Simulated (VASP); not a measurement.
# Mg (P6_3/mmc) in VASP: a series of runs, part 2 of 2

VASP 6.6.1. The steps go on from the part before.

**3. Relaxation of cell and atoms, PBE**

This run uses another cell than the first one, of 22.82 Å³/atom, 0.982 times its volume.

Input file INCAR:

```
PREC = Accurate
ENCUT = 300
EDIFF = 1E-7
ISMEAR = 1
SIGMA = 0.1
LREAL = F
LASPH = T
NELM = 80
ALGO = Normal
ISIF = 3
LWAVE = F
LCHARG = F
GGA = PE
IBRION = 2
NSW = 90
EDIFFG = -0.005
```

Input file KPOINTS:

```
Automatic mesh
0
Gamma
  8 8 4
```

Input file POSCAR:

```
Mg                                      
1.0
    3.1802508997      0.0000000000     -0.0000000000
   -1.5901254499      2.7541780696     -0.0000000000
    0.0000000000     -0.0000000000      5.2114711380
  Mg            
     2
Direct
     0.3333333332999970    0.6666666667000030    0.2500000000000000
     0.6666666667000030    0.3333333332999970    0.7500000000000000
```

Potentials or basis: VASP PAW PBE potentials, release 64 (Mg).

Command:

```console
> cat potpaw_PBE.64/Mg/POTCAR > POTCAR
> mpirun -np 1 vasp_std > vasp.out
```

OUTCAR:

```text
PREC = Accurate
   ENCUT = 300
   EDIFF = 1E-7
   ISMEAR = 1
   LREAL = F
   LASPH = T
   NELM = 80
   ISIF = 3
   GGA = PE
   IBRION = 2
   NSW = 90
   EDIFFG = -0.005

 ion  position               nearest neighbor table
   1  0.333  0.667  0.250-   2 3.19   2 3.19   2 3.19   2 3.19   2 3.19   2 3.19
   2  0.667  0.333  0.750-   1 3.19   1 3.19   1 3.19   1 3.19   1 3.19   1 3.19

  LATTYP: Found a hexagonal cell.
 ALAT       =     3.1802508997
 C/A-ratio  =     1.6386981098

  Lattice vectors:

 A1 = (   3.1802508997,   0.0000000000,   0.0000000000)
 A2 = (  -1.5901254499,   2.7541780696,   0.0000000000)
 A3 = (   0.0000000000,   0.0000000000,   5.2114711380)

Analysis of symmetry for initial positions (statically):
=====================================================================
 Subroutine PRICEL returns:
 Original cell was already a primitive cell.

 Routine SETGRP: Setting up the symmetry group for a
 hexagonal supercell.

 Subroutine GETGRP returns: Found 24 space group operations
 (whereof 12 operations were pure point group operations)
 out of a pool of 24 trial point group operations.

[... 170 lines left out ...]
 cond. band min:       2.8811238964   @ k =   0.3750   0.1250   0.2500
 fundamental gap:      0.3694962358
 Fermi energy:         2.5463169653

 k-point     1 :       0.0000    0.0000    0.0000
  band No.  band energies     occupation
      1      -4.2918      2.00000
      2       0.9219      2.00000
      3       1.3408      2.00000
      4      13.7382      0.00000
      5      13.7383      0.00000
      6      13.8865      0.00000
[... 199 lines left out ...]
 k-point    24 :       0.3750    0.0000    0.5000
  band No.  band energies     occupation
      1      -0.1975      2.00000
      2      -0.1975      2.00000
      3       4.5376     -0.00000
      4       4.5376     -0.00000
      5       9.9135      0.00000
      6       9.9135      0.00000

 [... further k-points ...]

------------------------ aborting loop because EDIFF is reached ----------------------------------------

  FORCE on cell =-STRESS in cart. coord.  units (eV):
  Direction    XX          YY          ZZ          XY          YZ          ZX
  --------------------------------------------------------------------------------------
  -------------------------------------------------------------------------------------
  Total        0.0040208      0.0040208     -0.0015336     -0.0000000     -0.0000000      0.0000000
  in kB        0.1411272      0.1411272     -0.0538273     -0.0000000     -0.0000000      0.0000000
  external PRESSURE =       0.0761424 kB  Pullay stress =       0.0000000 kB

 VOLUME and BASIS-vectors are now :
 -----------------------------------------------------------------------------
  energy-cutoff  :      300.00
  volume of cell :       45.65
      direct lattice vectors                 reciprocal lattice vectors
     3.180250900  0.000000000  0.000000000     0.314440600  0.181542365  0.000000000
    -1.590125450  2.754178070  0.000000000     0.000000000  0.363084730  0.000000000
     0.000000000  0.000000000  5.211471138     0.000000000  0.000000000  0.191884398

 POSITION                                       TOTAL-FORCE (eV/Angst)
 -----------------------------------------------------------------------------------
     -0.00000      1.83612      1.30287         0.000000     -0.000000      0.000000
      1.59013      0.91806      3.90860        -0.000000      0.000000      0.000000
 -----------------------------------------------------------------------------------
    total drift:                               -0.000000      0.000000     -0.000000

  FREE ENERGIE OF THE ION-ELECTRON SYSTEM (eV)
  ---------------------------------------------------
  free  energy   TOTEN  =        -3.0347932149 eV

  energy  without entropy=       -3.0348630314  energy(sigma->0) =       -3.03481649

 reached required accuracy - stopping structural energy minimisation
```

It took 4.1 s on 1 thread of AMD EPYC 7R13 (Zen 3), shared host; peak memory 0.09 GiB.

What came out:

```
Free energy             : -3.0348 eV
Pressure after relaxing : 0.0 GPa
Band gap on the k mesh  : none (metal or under the smearing width)
```

Final structure:
```
Mg
1.0
     3.18025    0.00000    0.00000
    -1.59013    2.75418    0.00000
     0.00000    0.00000    5.21147
Mg
2
Direct
  0.33333 0.66667 0.25000
  0.66667 0.33333 0.75000
```

Caveat: the relaxation stopped at its first step, so nothing moved.

**4. Relaxation of shape and atoms at fixed volume, PBE (a relaxed cell with its volume scaled by 0.94)**

Input file INCAR:

```
PREC = Accurate
ENCUT = 300
EDIFF = 1E-7
ISMEAR = 1
SIGMA = 0.1
LREAL = F
LASPH = T
NELM = 80
ALGO = Fast
ISIF = 4
LWAVE = F
LCHARG = F
GGA = PE
IBRION = 2
NSW = 40
EDIFFG = -0.01
```

KPOINTS is that of step 3.

Input file POSCAR:

```
Mg                                      
1.0
    3.1153296036      0.0000000000      0.0000000000
   -1.5576648018      2.6979545779      0.0000000000
    0.0000000000      0.0000000000      5.1050847328
  Mg            
     2
Direct
     0.3333333332999970    0.6666666667000030    0.2500000000000000
     0.6666666667000030    0.3333333332999970    0.7500000000000000
```

Command:

```console
> cat potpaw_PBE.64/Mg/POTCAR > POTCAR
> mpirun -np 1 vasp_std > vasp.out
```

It took 5.2 s on 1 thread of AMD EPYC 7R13 (Zen 3), shared host; peak memory 0.09 GiB.

Results (log left out):

- Free energy: -3.0129 eV
- Energy gained by relaxing: 0.0 meV/atom
- Ionic steps: 2
- Pressure after relaxing: 2.7 GPa
- Band gap on the k mesh: none (metal or under the smearing width)

Final structure:
```
CELL_PARAMETERS angstrom
3.11448 0.00000 0.00000
-1.55724 2.69722 0.00000
0.00000 0.00000 5.10787
ATOMIC_POSITIONS crystal
Mg 0.33333 0.66667 0.25000
Mg 0.66667 0.33333 0.75000
```

Levels at points of the mesh, in eV from the Fermi level:
```csv
k point,band 1,band 2,band 3,band 4,band 5,band 6
"(0.00, 0.00, 0.00)",-7.15,-1.77,-1.25,11.53,11.53,11.81
"(0.50, 0.00, 0.00)",-2.16,-2.07,2.83,3.10,3.49,3.91
"(0.00, 0.00, 0.50)",-5.71,-5.71,5.16,5.16,12.27,12.27
"(0.50, 0.00, 0.50)",-1.08,-1.08,-0.33,-0.33,8.33,8.33
```

**5. Relaxation of shape and atoms at fixed volume, PBE (a relaxed cell with its volume scaled by 0.96)**

INCAR is that of step 4.

KPOINTS is that of step 4.

Input file POSCAR:

```
Mg                                      
1.0
    3.1372692673      0.0000000000      0.0000000000
   -1.5686346337      2.7169548840      0.0000000000
    0.0000000000      0.0000000000      5.1410372182
  Mg            
     2
Direct
     0.3333333332999970    0.6666666667000030    0.2500000000000000
     0.6666666667000030    0.3333333332999970    0.7500000000000000
```

Command:

```console
> cat potpaw_PBE.64/Mg/POTCAR > POTCAR
> mpirun -np 1 vasp_std > vasp.out
```

Run time: 4.1 s. Hardware: 1 thread of AMD EPYC 7R13 (Zen 3), shared host; peak memory 0.09 GiB.

The run converged. Its results:

```
Free energy             : -3.0253 eV
Pressure after relaxing : 1.7 GPa
Band gap on the k mesh  : none (metal or under the smearing width)
```

Stress tensor (GPa, compression positive):
```
1.65 0.00 0.00
0.00 1.65 0.00
0.00 0.00 1.75
```

Final structure:
```
Mg
1.0
     3.13727    0.00000    0.00000
    -1.56863    2.71695    0.00000
     0.00000    0.00000    5.14104
Mg
2
Direct
  0.33333 0.66667 0.25000
  0.66667 0.33333 0.75000
```

Levels at points of the mesh, in eV from the Fermi level:
| k point | band 1 | band 2 | band 3 | band 4 | band 5 |
| --- | --- | --- | --- | --- | --- |
| (0.00, 0.00, 0.00) | -7.05 | -1.73 | -1.24 | 11.40 | 11.40 |
| (0.50, 0.00, 0.00) | -2.11 | -2.05 | 2.80 | 3.10 | 3.44 |
| (0.00, 0.00, 0.50) | -5.63 | -5.63 | 5.12 | 5.12 | 12.14 |
| (0.50, 0.00, 0.50) | -1.05 | -1.05 | -0.33 | -0.33 | 8.27 |

Caveat: the relaxation stopped at its first step, so nothing moved.

**6. The runs side by side**

```csv
task,cell,gap on the mesh (eV),pressure (GPa)
relaxation of cell and atoms,relaxed,none,0.0
relaxation of shape and atoms at fixed volume,atoms relaxed at fixed volume from: a relaxed cell with its volume scaled by 0.94,none,2.7
relaxation of shape and atoms at fixed volume,atoms relaxed at fixed volume from: a relaxed cell with its volume scaled by 0.96,none,1.7
```

Alike in all rows: level PBE; potentials or basis VASP PAW PBE potentials, release 64 (Mg); no spin polarisation; k mesh 8 × 8 × 4; cutoff (eV) 300; smearing methfessel-paxton 0.1 eV.

Caveats: the relaxation stopped at its first step, so nothing moved (some runs).

Total energies depend on the potentials used, so only differences within one code and one set of settings carry meaning.
